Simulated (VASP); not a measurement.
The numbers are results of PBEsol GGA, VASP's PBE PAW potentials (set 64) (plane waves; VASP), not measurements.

VASP input:

**INCAR**
```
SYSTEM = SiAg
PREC = Accurate; ENCUT = 480; LREAL = .False.
LASPH = .True.
EDIFF = 1E-7; NELM = 100; ALGO = Normal
LMAXMIX = 4
ISMEAR = 1; SIGMA = 0.1
GGA = PS
IBRION = 2; NSW = 40; ISIF = 3
EDIFFG = -0.01; PSTRESS = 100
LWAVE = .False.; LCHARG = .False.
```

POSCAR:
```
SiAg
1
    3.8449928364     0.0000001457    -0.0000000000
   -1.9224957423     3.3298604935    -0.0000000000
   -0.0000000000     0.0000000000     2.6063016711
Ag Si
1 1
Direct
  0.0000000000   0.0000000000   0.0000000000
  0.6666670000   0.3333330000   0.5000000000
```

KPOINTS:
```
Automatic mesh
0
Gamma
10 10 12
0 0 0
```

POTCAR, in this order: Ag Si (PBE.64 set). Program: vasp_std.

What VASP printed:

### OUTCAR
```
 ion  position               nearest neighbor table
   1  0.000  0.000  0.000-   2 2.57   2 2.57   2 2.57   2 2.57   2 2.57   2 2.57
   2  0.667  0.333  0.500-   1 2.57   1 2.57   1 2.57   1 2.57   1 2.57   1 2.57
  LATTYP: Found a hexagonal cell.
 ALAT       =     3.8449928364
 C/A-ratio  =     0.6778430499
 Subroutine PRICEL returns:
 Original cell was already a primitive cell.
 Subroutine GETGRP returns: Found 12 space group operations
The static configuration has the point symmetry D_3h.
The dynamic configuration has the point symmetry D_3h.
 Subroutine INISYM returns: Found 12 space group operations
 Subroutine IBZKPT returns following result:
 Found     98 irreducible k-points:

 Following reciprocal coordinates:
            Coordinates               Weight
  0.000000  0.000000  0.000000      1.000000
  0.100000 -0.000000  0.000000      6.000000
  0.200000 -0.000000  0.000000      6.000000
  0.300000  0.000000  0.000000      6.000000
  0.400000 -0.000000  0.000000      6.000000
  0.500000 -0.000000  0.000000      3.000000
  0.100000  0.100000  0.000000      6.000000
  0.200000  0.100000  0.000000     12.000000
  0.300000  0.100000  0.000000     12.000000
  0.400000  0.100000  0.000000     12.000000
  0.200000  0.200000  0.000000      6.000000
  0.300000  0.200000  0.000000     12.000000
  0.400000  0.200000  0.000000      6.000000
  0.300000  0.300000  0.000000      6.000000
  0.000000  0.000000  0.083333      2.000000
  0.100000 -0.000000  0.083333     12.000000
  0.200000 -0.000000  0.083333     12.000000
  0.300000  0.000000  0.083333     12.000000
  0.400000 -0.000000  0.083333     12.000000
  0.500000 -0.000000  0.083333      6.000000
  0.100000  0.100000  0.083333     12.000000
  0.200000  0.100000  0.083333     24.000000
  0.300000  0.100000  0.083333     24.000000
...
```

OSZICAR:
```
       N       E                     dE             d eps       ncg     rms          rms(c)
DAV:   1     0.578357432460E+02    0.57836E+02   -0.66785E+03  2228   0.111E+03
DAV:   2    -0.805430881287E+01   -0.65890E+02   -0.62241E+02  2333   0.222E+02
DAV:   3    -0.935948238636E+01   -0.13052E+01   -0.12944E+01  2518   0.326E+01
DAV:   4    -0.936829447099E+01   -0.88121E-02   -0.88092E-02  2408   0.297E+00
DAV:   5    -0.936839556103E+01   -0.10109E-03   -0.10108E-03  2538   0.317E-01    0.105E+01
DAV:   6    -0.837139484474E+01    0.99700E+00   -0.64928E+00  2267   0.347E+01    0.753E+00
DAV:   7    -0.831016936117E+01    0.61225E-01   -0.36224E-01  2237   0.845E+00    0.378E+00
DAV:   8    -0.829062497180E+01    0.19544E-01   -0.22868E-02  2336   0.137E+00    0.483E-01
DAV:   9    -0.828878297779E+01    0.18420E-02   -0.50811E-03  2390   0.104E+00    0.158E-01
DAV:  10    -0.828877895360E+01    0.40242E-05   -0.43171E-04  2381   0.197E-01    0.612E-02
DAV:  11    -0.828876539666E+01    0.13557E-04   -0.31788E-05  2384   0.756E-02    0.118E-02
DAV:  12    -0.828876489258E+01    0.50408E-06   -0.18076E-06  2438   0.109E-02    0.636E-03
DAV:  13    -0.828876446636E+01    0.42622E-06   -0.61268E-07  2315   0.888E-03    0.176E-03
DAV:  14    -0.828876439953E+01    0.66832E-07   -0.57523E-08  1207   0.202E-03
   1 F= -.62060214E+01 E0= -.62061273E+01  d E =-.620602E+01
```

### OUTCAR
```
------------------------ aborting loop because EDIFF is reached ----------------------------------------
  FORCE on cell =-STRESS in cart. coord.  units (eV):
  Direction    XX          YY          ZZ          XY          YZ          ZX
  --------------------------------------------------------------------------------------
  Total        2.0884322      2.0884311      2.0954786      0.0000005     -0.0000000     -0.0000000
  in kB      100.2731586    100.2731040    100.6114829      0.0000242     -0.0000000     -0.0000000
  external PRESSURE =       0.3859152 kB  Pullay stress =     100.0000000 kB
  volume of cell :       33.37
      direct lattice vectors                 reciprocal lattice vectors
     3.844992836  0.000000146  0.000000000     0.260078502  0.150156385  0.000000000
    -1.922495742  3.329860494  0.000000000    -0.000000011  0.300312875  0.000000000
     0.000000000  0.000000000  2.606301671     0.000000000  0.000000000  0.383685439
 POSITION                                       TOTAL-FORCE (eV/Angst)
 -----------------------------------------------------------------------------------
      0.00000      0.00000      0.00000        -0.000000     -0.000000      0.000000
      1.92250      1.10995      1.30315         0.000000      0.000000      0.000000
 -----------------------------------------------------------------------------------
    total drift:                                0.000039      0.000002      0.000000
  FREE ENERGIE OF THE ION-ELECTRON SYSTEM (eV)
  ---------------------------------------------------
  free  energy   TOTEN  =        -8.2887643995 eV

  energy  without entropy=       -8.2890819780  energy(sigma->0) =       -8.28887026
  enthalpy is  TOTEN    =        -6.2060213997 eV   P V=        2.0827429998

 reached required accuracy - stopping structural energy minimisation
```
(Selected blocks of OUTCAR.)

File OUTCAR:
```
 val. band max:        8.6547117301   @ k =   0.1000   0.1000   0.0000

 cond. band min:       8.7407311628   @ k =   0.3000   0.2000   0.3333


 Fermi energy:         8.7317601456

 k-point     1 :       0.0000    0.0000    0.0000
  band No.  band energies     occupation
      1      -3.1782      2.00000
      2       1.1759      2.00000
      3       2.0427      2.00000
      4       2.0427      2.00000
      5       3.9341      2.00000
      6       3.9341      2.00000
      7       9.8755     -0.00000
      8       9.8755     -0.00000
      9      11.4526      0.00000
     10      13.7626      0.00000
     11      13.7626      0.00000

 k-point     2 :       0.1000   -0.0000    0.0000
  band No.  band energies     occupation
      1      -3.0693      2.00000
      2       1.1618      2.00000
      3       2.0202      2.00000
      4       2.1060      2.00000
      5       3.9201      2.00000
      6       3.9309      2.00000
      7       8.8670     -0.06670
      8       9.4633     -0.00000
      9      11.9331      0.00000
     10      14.0389      0.00000
     11      14.3155      0.00000

 k-point     3 :       0.2000   -0.0000    0.0000
  band No.  band energies     occupation
      1      -2.7607      2.00000
      2       1.1095      2.00000
      3       1.9933      2.00000
      4       2.2842      2.00000
      5       3.8837      2.00000
      6       3.9225      2.00000
      7       7.2330      2.00000
      8       8.6279      2.05737
      9      12.0974      0.00000
     10      15.0817      0.00000
     11      15.5770      0.00000

 k-point     4 :       0.3000    0.0000    0.0000
  band No.  band energies     occupation
      1      -2.3173      2.00000
      2       1.0121      2.00000
      3       2.0481      2.00000
      4       2.5368      2.00000
      5       3.8396      2.00000
      6       3.9122      2.00000
      7       5.6377      2.00000
      8       7.7960      2.00000
      9      12.0148      0.00000
...
```

The structure was generated: SiAg was put into the WC type (P-6m2), which need not be its known phase. It was relaxed first under an external pressure of 10 GPa. The electron count is odd and the run is not spin-polarised, which forces a metal.
